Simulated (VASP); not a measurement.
# Al15CoN16 (a cell with a defect): single point with PBEsol+U

Crystal: Al15CoN16 (a cell with a defect).

```
Co Al N
1.0
     6.22000    0.00000    0.00000
    -3.11000    5.38668    0.00000
     0.00000    0.00000    9.96000
Co Al N
1 15 16
Direct
  0.33352 0.16638 0.99988
  0.33395 0.16702 0.49987
  0.33666 0.66852 0.00185
  0.33420 0.66721 0.50062
  0.83439 0.16807 0.00102
  0.83396 0.16710 0.50064
  0.83349 0.66870 0.00183
  0.83433 0.66744 0.50063
  0.16634 0.33310 0.25064
  0.16731 0.33436 0.74972
  0.16647 0.83173 0.25127
  0.16766 0.83507 0.75044
  0.66733 0.33350 0.25067
  0.66720 0.33433 0.74967
  0.66746 0.83405 0.25119
  0.66727 0.83434 0.75059
  0.33273 0.16500 0.19563
  0.33392 0.16771 0.69084
  0.33436 0.66658 0.19229
  0.33424 0.66824 0.69141
  0.83374 0.16728 0.19156
  0.83365 0.16713 0.69119
  0.83350 0.66688 0.19227
  0.83423 0.66825 0.69140
  0.16710 0.33394 0.44169
  0.16663 0.33906 0.93997
  0.16730 0.83324 0.44187
  0.16516 0.82846 0.94196
  0.66776 0.33413 0.44176
  0.67356 0.33920 0.93978
  0.66755 0.83396 0.44172
  0.66857 0.83563 0.94170
```

```yaml
Program: VASP 6.6.1
Task: single point
Functional: PBEsol
Potentials_or_basis: VASP PAW PBE potentials, release 64 (Co, Al, N)
Cutoff: 450 eV
k_mesh: 4 × 4 × 2
Occupations: gaussian, width 0.03 eV
Spin: collinear spin, ferromagnetic start
Fixed_moment: 4 μB
Hubbard_terms: Co d U = 4 eV
Dq: 0
Further_INCAR_settings: LREAL = Auto; ALGO = Normal; EDIFF = 1e-05; ISYM = 0
```

| Quantity | Value |
| --- | --- |
| Largest force | 0.024 eV/Å |
| Net moment | 4.00 μB per cell |
| Site moments | Co +2.93; Al +0.00, +0.01; N +0.13, +0.01, -0.00, +0.14, +0.15, +0.00 μB |
| Valence electrons inside the program's atomic spheres | Co 8.18; Al 0.81, 0.82; N 3.80, 3.84 |

Forces in eV/Å, atoms in the order of the input:
```
Co   0.012  0.004 -0.004
Al  -0.006  0.000 -0.005
Al   0.002  0.009  0.009
Al   0.002  0.002  0.005
Al   0.001 -0.007 -0.010
Al  -0.003  0.006 -0.007
Al  -0.005 -0.004  0.003
Al  -0.013 -0.005  0.005
Al  -0.003  0.010 -0.011
Al   0.000  0.005  0.014
Al  -0.005 -0.012 -0.003
Al   0.004 -0.012  0.003
Al   0.011 -0.008 -0.014
Al   0.010  0.014  0.013
Al   0.002  0.000 -0.010
Al   0.011  0.003  0.018
N    0.005 -0.007 -0.005
N    0.003 -0.007  0.012
N   -0.003 -0.003 -0.009
N    0.011 -0.006  0.003
N    0.008 -0.012 -0.005
N    0.007  0.009 -0.003
N   -0.006 -0.008 -0.007
N    0.005  0.001  0.003
N    0.000  0.006  0.008
N   -0.011  0.015 -0.015
N   -0.008 -0.007  0.012
N   -0.013 -0.006  0.005
N    0.000  0.003  0.000
N   -0.004  0.008 -0.002
N   -0.005  0.002  0.005
N   -0.011  0.005 -0.007
```

Eigenvalues of the final occupation matrices:
| site | spin | trace | eigenvalues |
| --- | --- | --- | --- |
| site 1 d | 1 | 4.96 | 0.98 0.98 1.00 1.00 1.00 |
| site 1 d | 2 | 2.14 | 0.13 0.28 0.38 0.40 0.97 |

Wall time 6.3 min on 4 MPI ranks on Intel(R) Xeon(R) 6975P-C (Granite Rapids), with other jobs on the host, peak memory 0.91 GiB a rank.

Caveat: the PAW data sets were made with another functional, which shifts forces and pressure a little; the total moment is fixed, so each spin has its own Fermi level. The state reached can hang on the start; a lower one may exist.
